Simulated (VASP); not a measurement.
Consider the following.

```
CELL_PARAMETERS angstrom
      4.12073     0.00000     0.00000
      0.00000     4.12073     0.00000
      0.00000     0.00000     4.12073
ATOMIC_POSITIONS crystal
  Ba 0.00000 0.00000 0.00000
  Hf 0.50000 0.50000 0.50000
  O  0.50000 0.00000 0.50000
  O  0.00000 0.50000 0.50000
  O  0.50000 0.50000 0.00000
```

The numbers are results of LDA (Ceperley-Alder, Perdew-Zunger), VASP's LDA PAW potentials (set 64) (plane waves; VASP 6.6.1), not measurements. Settings: 620 eV cut-off, 6×6×6 Γ-centred mesh, Gaussian smearing of 0.050 eV, potentials Ba_sv Hf_pv O.

Unless said otherwise, spin-orbit coupling is left out, though it shifts the bands of the heavy elements here.

### Question
Predict the energy per atom (σ→0), band gap (on the k-mesh) with the smallest direct gap where there is one.

### Answer

The band gap (on the k-mesh) comes out as 3.48 eV and the smallest direct gap (on the k-mesh) comes out as 3.64 eV. The energy per atom (σ→0) comes out as -9.533 eV/atom.

Only differences to runs with the same potentials and settings are physical.

The compound is BaHfO3 in the cubic perovskite structure. It was relaxed first.
